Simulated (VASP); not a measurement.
Input:

```xyz
2
Lattice="0.0000 2.0277 2.0277 2.0277 0.0000 2.0277 2.0277 2.0277 0.0000" Properties=species:S:1:pos:R:3 pbc="T T T"
Li     0.0000     0.0000     0.0000
F      2.0277     2.0277     2.0277
```

The numbers are results of HSEsol screened hybrid, VASP's PBE PAW potentials (set 64) (plane waves; VASP), not measurements. Run with 520 eV cut-off, 8×8×8 Γ-centred mesh, Gaussian smearing of 0.050 eV, potentials Li_sv F.

Give the stress tensor in GPa (positive for a compressed cell).

```
-4.70   0.00   0.00
 0.00  -4.70   0.00
 0.00   0.00  -4.70
```
The pressure is its mean diagonal, -4.70 GPa.

The compound is LiF in the rock salt structure. It was relaxed first. The cell's shape comes from a PBE relaxation.
